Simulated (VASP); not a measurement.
An input for Quantum ESPRESSO's pw.x (written as the equivalent of a VASP run, and not itself run):

```
&CONTROL
  calculation = 'vc-relax'
  pseudo_dir = './pseudo'
  outdir = './out'
  tprnfor = .true.
  tstress = .true.
  nstep = 30
  forc_conv_thr = 0.00039
/
&SYSTEM
  ibrav = 0
  nat = 2
  ntyp = 1
  ecutwfc = 88
  occupations = 'smearing'
  smearing = 'methfessel-paxton'
  degauss = 0.00735
  input_dft = 'pbe'
  vdw_corr = 'grimme-d3'
  dftd3_version = 4
  dftd3_threebody = .false.
/
&ELECTRONS
  conv_thr = 7.3e-09
  electron_maxstep = 100
/
&IONS
/
&CELL
  cell_dofree = 'shape'
/
ATOMIC_SPECIES
  Be 9.012 Be.upf
CELL_PARAMETERS angstrom
     1.1206841   -1.9410816    0.0000000
     1.1206841    1.9410816    0.0000000
     0.0000000    0.0000000    3.5257419
ATOMIC_POSITIONS crystal
  Be   0.3333330  0.6666670  0.2500000
  Be   0.6666670  0.3333330  0.7500000
K_POINTS automatic
  19 19 10 0 0 0
```

Problem. Write the VASP files for the same calculation (PBE-D3(BJ)).

Solution. Several could match; the one computed here: 
**INCAR**
```
SYSTEM = Be
PREC = Accurate
ENCUT = 520
EDIFF = 1E-7
NELM = 100
ALGO = Normal
LREAL = .FALSE.
LASPH = .TRUE.
ISMEAR = 1
SIGMA = 0.1
GGA = PE
IVDW = 12
LWAVE = .FALSE.
LCHARG = .FALSE.
ISIF = 4
IBRION = 2
NSW = 30
EDIFFG = -0.01
```

### POSCAR
```
Be
1
    1.1206840586    -1.9410815686     0.0000000000
    1.1206840586     1.9410815686     0.0000000000
    0.0000000000     0.0000000000     3.5257418571
Be
2
Direct
  0.3333330000   0.6666670000   0.2500000000
  0.6666670000   0.3333330000   0.7500000000
```

KPOINTS:
```
K-points
0
G
  19 19 10
0 0 0
```

POTCAR, in this order: Be (PBE.64 set). Program: vasp_std.

The two are equivalent in intent, not identical: the potentials are each code's own (VASP's PAW set, PseudoDojo norm-conserving files in pw.x), so ENCUT and ecutwfc are chosen apart and not converted; conv_thr bounds pw.x's estimated SCF error, while EDIFF bounds the energy change between steps; forc_conv_thr acts on force components and is met together with etot_conv_thr.

The compound is Be in the hcp structure. This cell is one point of a volume scan, at 1.03 of the reference volume. Symmetry was kept, so distortions that lower it aren't found.
